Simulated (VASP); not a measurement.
Input:

```
TiB2
1.0
    1.50441    -2.67667     0.00000
    1.50441     2.67667     0.00000
    0.00000     0.00000     3.17694
Ti B
1 2
Direct
  0.00000   0.00000   0.00000
  0.33333   0.66667   0.50000
  0.68954   0.35620   0.50000
```

Method: PBE GGA + U (Dudarev), VASP's PBE PAW potentials (set 64) (plane waves; VASP 6.6.1). Settings: 520 eV cut-off, 10×10×9 Γ-centred mesh, first-order Methfessel-Paxton smearing of 0.10 eV, potentials Ti_sv B, U − J: Ti 6.00 eV.

### Question
Which forces act on the atoms, in eV/Å?

### Answer

```json
[
 {"atom": "Ti1", "Fx": "0.579", "Fy": "0.026", "Fz": "0.000"},
 {"atom": "B2", "Fx": "0.774", "Fy": "-0.120", "Fz": "0.000"},
 {"atom": "B3", "Fx": "-1.354", "Fy": "0.094", "Fz": "0.000"}
]
```

### Question
Give the stress tensor in GPa (positive for a compressed cell).

### Answer

```
17.09  -1.05   0.00
-1.05   0.92   0.00
 0.00   0.00  22.94
```
The pressure is its mean diagonal, 13.65 GPa.

The compound is TiB2 in the AlB2 type structure. The cell was not relaxed at this level, atoms are displaced from their ideal sites. The run is one of a series of settings (LDAU = .TRUE., LDAUJ = 0 0, LDAUL = 2 -1, LDAUTYPE = 2, LDAUU = 6.0 0 against the base run), some of them coarse on purpose.
